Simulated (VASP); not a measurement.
A convergence study with VASP on CdTe (zinc blende): one setting is varied, all else stays as given below, so the limit is that of these other settings.

```yaml
crystal:
  lattice:
    - [0.00000, 3.24000, 3.24000]
    - [3.24000, 0.00000, 3.24000]
    - [3.24000, 3.24000, 0.00000]
  atoms:
    - { symbol: Cd, position: [0.00000, 0.00000, 0.00000] }
    - { symbol: Te, position: [0.25000, 0.25000, 0.25000] }
```

Level of theory: LDA (Ceperley-Alder, Perdew-Zunger), VASP's LDA PAW potentials (set 64) (plane waves; VASP). The tightest run used: 550 eV cut-off, 12×12×12 Monkhorst-Pack mesh, Gaussian smearing of 0.050 eV, potentials Cd Te.

### Question
The settings run are 1×1×1 mesh; 2×2×2 mesh; 3×3×3 mesh; 4×4×4 mesh; 5×5×5 mesh; 6×6×6 mesh; 7×7×7 mesh; 8×8×8 mesh; 9×9×9 mesh; 10×10×10 mesh; 11×11×11 mesh; 12×12×12 mesh. From which on does the stress (every component) stay within 0.5 GPa of the tightest run?

### Answer
From 4×4×4 mesh on: it is off by 0.00 there and by no more than 0.5 in any finer run, while 3×3×3 mesh is off by 0.87.
| setting | E (eV/atom) | pressure (GPa) | irreducible k-points | difference judged (GPa) |
|---|---|---|---|---|
| 1×1×1 mesh | 3.1023 | 39.56 | 1 | 40.76 |
| 2×2×2 mesh | -2.9919 | -0.93 | 2 | 0.27 |
| 3×3×3 mesh | -2.8859 | -0.34 | 4 | 0.87 |
| 4×4×4 mesh | -3.0224 | -1.20 | 10 | 0.00 |
| 5×5×5 mesh | -3.0118 | -1.14 | 10 | 0.06 |
| 6×6×6 mesh | -3.0227 | -1.20 | 28 | 0.00 |
| 7×7×7 mesh | -3.0212 | -1.20 | 20 | 0.00 |
| 8×8×8 mesh | -3.0227 | -1.20 | 60 | 0.00 |
| 9×9×9 mesh | -3.0224 | -1.20 | 35 | 0.00 |
| 10×10×10 mesh | -3.0227 | -1.20 | 110 | 0.00 |
| 11×11×11 mesh | -3.0226 | -1.20 | 56 | 0.00 |
| 12×12×12 mesh | -3.0227 | -1.20 | 182 | 0.00 |

Left out are rungs that failed or repeat a setting and relaxations that didn't move; long series are thinned to 24 rows.

The compound is CdTe in the zinc blende structure. The cell was not relaxed at this level.
